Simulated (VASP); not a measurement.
Here is the system:

```
HfC
1.0
    0.00000     2.28639     2.28639
    2.28639     0.00000     2.28639
    2.28639     2.28639     0.00000
Hf C
1 1
Direct
  0.00000   0.00000   0.00000
  0.50000   0.50000   0.50000
```

Calculation: vdW-DF-cx, VASP's PBE PAW potentials (set 64) (plane waves; VASP). Settings: 520 eV cut-off, 14×14×14 Γ-centred mesh, first-order Methfessel-Paxton smearing of 0.10 eV, potentials Hf_pv C.

Unless said otherwise, spin-orbit coupling is left out, though it shifts the bands of the heavy elements here.

Q: Estimate the energy per atom (σ→0), pressure, band gap (on the k-mesh) with the smallest direct gap where there is one.

A: 
```
Quantity                                                    Result
------------------------  ----------------------------------------
band gap (on the k-mesh)  none (metal, semimetal or under 0.01 eV)
energy per atom (σ→0)                               -9.056 eV/atom
pressure                                                  8.02 GPa
```

Total energies compare only between runs with the same potentials, cut-off and functional.

The compound is HfC in the rock salt structure. This cell is one point of a volume scan, at 0.97 of the reference volume.
